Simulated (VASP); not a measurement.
Data:

```
SrTe
1.0
    0.00000     3.42168     3.42168
    3.42168     0.00000     3.42168
    3.42168     3.42168     0.00000
Sr Te
1 1
Direct
  0.00000   0.00000   0.00000
  0.50000   0.50000   0.50000
```

Method: r2SCAN meta-GGA, VASP's PBE PAW potentials (set 64) (plane waves; VASP). Run with 520 eV cut-off, 7×7×7 Γ-centred mesh, Gaussian smearing of 0.050 eV, potentials Sr_sv Te.

Question: The job: SrTe (rock salt), 2 atoms, r2SCAN, static run, 520 eV, 7×7×7 Γ-centred mesh. Roughly how much core time does it take on a busy server core?

Answer: About 2 core-minutes (one run on a shared machine, a rough figure). It had 20 irreducible k-points, 12 bands, up to 2180 plane waves and 27 electronic steps.

The compound is SrTe in the rock salt structure. This cell is one point of a volume scan, at 1.06 of the reference volume.
